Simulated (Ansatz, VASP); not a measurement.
# MgTi4 in two plane-wave programs, part 2 of 2

Aim: how closely do two programs agree when they are given the same cell, functional and k mesh?

VASP 6.6.1 and Ansatz 0.2.0.

So far: The structure; VASP: single point, PBEsol.

## Step 3: Ansatz: single point, PBEsol

Level of this step: Ansatz beside VASP: Kohn-Sham DFT, plane waves, PBEsol (Ansatz).

Ansatz runs on its default PAW (the set named soft_2) files.

The same cell, functional, mesh and smearing now go to Ansatz, which takes its cutoff from its data sets.

Input file input.yaml:

```yaml
crystal:
  lattice:
    - [5.88, 0.0, 0.0]
    - [2.94, 5.0922293743, 0.0]
    - [0.0, 0.0, 23.3]
  atoms:
    - { symbol: Mg, position: [0.000309327, 0.9993813459, 0.7069767964] }
    - { symbol: Mg, position: [0.500309327, 0.9993813459, 0.7069767964] }
    - { symbol: Mg, position: [0.000309327, 0.9993813459, 0.2930232036] }
    - { symbol: Mg, position: [0.500309327, 0.9993813459, 0.2930232036] }
    - { symbol: Ti, position: [0.0034460671, 0.4931078658, 0.6872561798] }
    - { symbol: Ti, position: [0.5034460671, 0.4931078658, 0.6872561798] }
    - { symbol: Ti, position: [0.8331087122, 0.3337825746, 0.5960764836] }
    - { symbol: Ti, position: [0.3331087122, 0.3337825746, 0.5960764836] }
    - { symbol: Ti, position: [0.8314371556, 0.8371256878, 0.5978548449] }
    - { symbol: Ti, position: [0.3314371556, 0.8371256878, 0.5978548449] }
    - { symbol: Ti, position: [0.0, 0.0, 0.5] }
    - { symbol: Ti, position: [0.5, 0.0, 0.5] }
    - { symbol: Ti, position: [0.0, 0.5, 0.5] }
    - { symbol: Ti, position: [0.5, 0.5, 0.5] }
    - { symbol: Ti, position: [0.8331087122, 0.3337825746, 0.4039235164] }
    - { symbol: Ti, position: [0.3331087122, 0.3337825746, 0.4039235164] }
    - { symbol: Ti, position: [0.8314371556, 0.8371256878, 0.4021451551] }
    - { symbol: Ti, position: [0.3314371556, 0.8371256878, 0.4021451551] }
    - { symbol: Ti, position: [0.0034460671, 0.4931078658, 0.3127438202] }
    - { symbol: Ti, position: [0.5034460671, 0.4931078658, 0.3127438202] }
hamiltonian:
  xc: pbesol
  pseudopotentials: { kind: paw }
kpoints:
  mp_grid: { grid: [4, 4, 1] }
scf:
  occupations: { method: gaussian, width: 0.1 }
  n_extra_bands: 9
output:
  forces: true
  eigenvalues: true
```

Command:

```console
$ ansatz run input.yaml --threads 8 --pin off --max-ram 18432MiB --backend cpu --events-out ev --progress --plain --runs-dir out
```

Numbers of over 12 decimals in the logs are rounded to 6 here.

Output:

```text
scf.n_extra_bands = 9 over 116 filled bands (N_el = 232.0): the run solves 125 bands
Engine: ansatz 0.2.0, aarch64-unknown-linux-gnu
Pseudopotentials: kind: paw
Pseudopotential: Mg, paw, valence charge 10, recommended cutoff 420 eV (normal), Mg.paw.azcp
Pseudopotential: Ti, paw, valence charge 12, recommended cutoff 420 eV (normal), Ti.paw.azcp
Functional definition: PBEsol
  exchange = pbesol_x
  correlation = pbesol_c
Crystal: 20 atoms, lattice volume = 697.656 Å³
Basis set: ecut = 420 eV, 13589 PW (Γ), exchange–correlation on 80×80×320 points (8 copies of the dense FFT grid, shifted against one another)
Bands: 125, of which v1, the nominal top of the filled ones, is band 116 counted from 1 (115 counted from 0)
Symmetry: 8 space group operations
Space group: Pmm2 (ITA 25), of the structure as read, at distance tolerance 8.9e-5 Å
k-points: 7 of 16 (time reversal used)
Non-local potential: Mg, projectors of the file, l = 0: 3, l = 1: 2, l = 2: 1
Non-local potential: Ti, projectors of the file, l = 0: 3, l = 1: 2, l = 2: 3, l = 3: 1
PAW form: soft (Blöchl's): semilocal exchange-correlation on the pseudo side does not see the compensation charge
PAW frozen core: Mg, regenerated for the run's functional, and the local potential with it (the file was generated under x = pbe(κ = 0.804, μ = 0.219515), c = pbe(β = 0.066725))
PAW frozen core: Ti, regenerated for the run's functional, and the local potential with it (the file was generated under x = pbe(κ = 0.804, μ = 0.219515), c = pbe(β = 0.066725))
PAW one-centre angular grid: Mg, 110 points (default); XC on 64 Gauss nodes
PAW one-centre angular grid: Ti, 590 points (default); XC on 64 Gauss nodes
Initial density: superposition of atomic densities (neutral atoms: chi_scale 0, normalization atom), corrected by the library's trained network
Initial wavefunctions: pseudopotential atomic-orbital guess
Functional: x = pbesol(κ = 0.804, μ = 0.123457), c = pbesol(β = 0.046)
SCF iter   1: F=—  HF=-47223.785350 eV  |F-HF|=—  |Δ(HF+E_count)|=         —  Δρ=6.52e-3  dr2=2.02e0  ethr=1.77e-3  ⟨swp⟩=9.9  Hψ=3952  notcnv=0
preconditioner: auto → LDOS  [metal: Δε(μ)=0.008 eV  Ē_g=1.967 eV  σ=0.100 eV  W_gap=0.05  n_scr=136 (ndim 8)  ℏωp=11.9 eV  f_vac=0.439  D(μ)=25.17/eV (n_scr^D=216)  β→1.0]
SCF iter   2: F=—  HF=-47223.683200 eV  |F-HF|=—  |Δ(HF+E_count)|=   1.02e-1  Δρ=4.01e-3  dr2=1.52e-1  ethr=8.71e-4  ⟨swp⟩=2.6  Hψ=1354  notcnv=0  defer=1
SCF iter   3: F=—  HF=-47223.660190 eV  |F-HF|=—  |Δ(HF+E_count)|=   2.30e-2  Δρ=1.06e-3  dr2=1.23e-2  ethr=6.55e-5  ⟨swp⟩=2.9  Hψ=1536  notcnv=0  defer=1
SCF iter   4: F=—  HF=-47223.658404 eV  |F-HF|=—  |Δ(HF+E_count)|=   1.79e-3  Δρ=2.72e-4  dr2=1.06e-3  ethr=5.29e-6  ⟨swp⟩=3.6  Hψ=1641  notcnv=0  defer=1
SCF iter   5: F=—  HF=-47223.658414 eV  |F-HF|=—  |Δ(HF+E_count)|=   1.03e-5  Δρ=1.12e-4  dr2=1.39e-4  ethr=4.58e-7  ⟨swp⟩=3.0  Hψ=1675  notcnv=0  defer=1
SCF iter   6: F=—  HF=-47223.658382 eV  |F-HF|=—  |Δ(HF+E_count)|=   3.21e-5  Δρ=4.16e-5  dr2=1.92e-5  ethr=5.98e-8  ⟨swp⟩=2.6  Hψ=1242  notcnv=0  defer=1
SCF iter   7: F=—  HF=-47223.658527 eV  |F-HF|=—  |Δ(HF+E_count)|=   1.45e-4  Δρ=1.18e-5  dr2=1.21e-6  ethr=8.27e-9  ⟨swp⟩=2.7  Hψ=1384  notcnv=0  defer=1
SCF iter   8: F=-47223.658528 eV  HF=-47223.658528 eV  |F-HF|=2.23e-8  |Δ(HF+E_count)|=   8.03e-7  Δρ=3.18e-6  dr2=8.06e-8  ethr=4.31e-11  ⟨swp⟩=8.1  Hψ=4618  notcnv=0
SCF 1 converged in 8 iterations: F = -47223.658528 eV  dr2 = 8.06e-8
  greatest PAW one-centre occupation: 1.000 electrons in one spin orbital (limit 2), on the Mg atom at site 3 (counted from 0), in its partial waves of l = 0
SCF converged after 8 iterations
Free energy (F): -47223.658528 eV
Harris-Foulkes:  -47223.658528 eV  (|F-HF|=2.23e-8)
Internal energy: -47223.527555 eV  (E = F + TS)
E sigma→0 (E₀):  -47223.593041 eV
Entropy (-TS):   -0.130973 eV (-6.549 meV/atom)
Fermi energy:    4.039415 eV
--- Per-component energies (eV) ---
  E_band       = -5724.563024
  E_kinetic    = 4659.950568
  E_local      = -193345.439726  (includes V_loc(G=0)·N_el)
  E_nonlocal   = 544.380091
  E_hartree    = 93669.495643
  E_xc         = -1655.177712
  E_vxc        = -2083.965908  (∫ρ·V_xc dr)
  E_paw        = -17487.195262  (= ΣΔE_a)
  E_vpaw       = -2838.484361  (= ΣTr[D̂ρ^β])
  E_aug_tail   = 0.001786  (compensation charges beyond the density's cutoff)
  E_ewald      = 66387.991460
  E_core_change = 2.465598  (= ΣΔE_core)
  E_smearing   = -0.130973  (= −TS)
  E_closure    = -0.000000  (closes the sum)
  Σ components = -47223.658528   (vs F -47223.658528, Δ=0.00e0)
--- Forces (eV/Å), atoms counted from 1 ---
  atom   1  Mg     0.00000000    -0.02214700    -0.02188199
  atom   2  Mg     0.00000000    -0.02214700    -0.02188199
  atom   3  Mg     0.00000000    -0.02214700     0.02188199
  atom   4  Mg     0.00000000    -0.02214700     0.02188199
  atom   5  Ti    -0.00000000    -0.02659122    -0.00007853
  atom   6  Ti    -0.00000000    -0.02659122    -0.00007853
  atom   7  Ti     0.00000000     0.01448010    -0.05396741
  atom   8  Ti    -0.00000000     0.01448010    -0.05396741
  atom   9  Ti    -0.00000000     0.01274647    -0.02997455
  atom  10  Ti     0.00000000     0.01274647    -0.02997455
  atom  11  Ti     0.00000000    -0.15372018    -0.00000000
  atom  12  Ti     0.00000000    -0.15372018    -0.00000000
  atom  13  Ti     0.00000000     0.19672221     0.00000000
  atom  14  Ti     0.00000000     0.19672221     0.00000000
  atom  15  Ti    -0.00000000     0.01448010     0.05396741
  atom  16  Ti    -0.00000000     0.01448010     0.05396741
  atom  17  Ti    -0.00000000     0.01274647     0.02997455
  atom  18  Ti    -0.00000000     0.01274647     0.02997455
  atom  19  Ti     0.00000000    -0.02659122     0.00007853
  atom  20  Ti     0.00000000    -0.02659122     0.00007853
  max |Σ_I F_I| component: 4.26e-5 eV/Å
--- Band table (eV; the first three rows and the last of 7) ---
  k-point 0: bands = [... 112 lower, 4.0759, 4.2438, 4.2604, 4.2736, 4.2757, 4.3216, 4.4155, 4.5099, ... 5 higher]
  k-point 1: bands = [... 112 lower, 3.8863, 3.9956, 4.0640, 4.0760, 4.1284, 4.1546, 4.3058, 4.3885, ... 5 higher]
  k-point 2: bands = [... 112 lower, 3.6851, 3.8134, 3.8606, 3.8619, 3.8796, 3.9340, 4.1251, 4.1566, ... 5 higher]
  k-point 6: bands = [... 112 lower, 3.7902, 3.8652, 3.8794, 3.9926, 4.0423, 4.0630, 4.0648, 4.2326, ... 5 higher]
```

The job ended after 16 s (8 threads of Arm Neoverse N1, shared host; peak memory 2.6 GiB; 2 min of CPU time).

The column dr2 measures how far the density is from self-consistency, as an energy; F and HF (Harris–Foulkes) agree once it is small.

## Step 4: Comparison

Known differences besides the potentials themselves: the data sets hold 232 valence electrons in Ansatz (default PAW (the set named soft_2) files) and 200 in VASP; the cutoff is 420 eV in Ansatz and 330 eV in VASP (PREC = Normal, projectors in real space); Ansatz makes its cores anew for this functional, VASP keeps those of its PBE data sets. Total energies have different zeros and are not compared.

Forces on 10 of the 20 atoms, those with the largest forces and the largest differences (eV/Å; atoms numbered as in POSCAR):

```tsv
atom	Ansatz x, y, z	VASP x, y, z
Ti5	0.000, -0.027, 0.000	0.000, -0.020, 0.028
Ti6	0.000, -0.027, 0.000	0.000, -0.020, 0.028
Ti7	0.000, 0.014, -0.054	0.000, 0.007, -0.042
Ti8	0.000, 0.014, -0.054	0.000, 0.007, -0.042
Ti11	0.000, -0.154, 0.000	0.000, -0.157, 0.000
Ti12	0.000, -0.154, 0.000	0.000, -0.157, 0.000
Ti13	0.000, 0.197, 0.000	0.000, 0.195, 0.000
Ti14	0.000, 0.197, 0.000	0.000, 0.195, 0.000
Ti16	0.000, 0.014, 0.054	0.000, 0.007, 0.042
Ti20	0.000, -0.027, 0.000	0.000, -0.020, -0.028
```

The forces differ by 9.2 meV/Å r.m.s., which is 18.7 % of the r.m.s. force of 0.05 eV/Å (both taken over all components).

## Step 5: What came out

| Item | Value |
| --- | --- |
| r.m.s. force difference (single point, PBEsol) | 9.2 meV/Å |

In words: The r.m.s. force difference is 9.2 meV/Å (single point, PBEsol), within the 12 meV/Å picked in this series as the mark of a large difference. How closely two codes agree says nothing of how well the functional describes the real material.

[Lines on the potential files, build, host, timing and source positions are cut from VASP's logs without a mark.]

[Logs are printed without paths, hosts, clocks, repeated set-up lines and the standing remarks that a program may print on its own settings, such as how far it seeks lower states.]

[Hosts, paths, dates, database ids (printed as entryN), source tags and the programs' standing remarks are cut or masked in the printed files.]
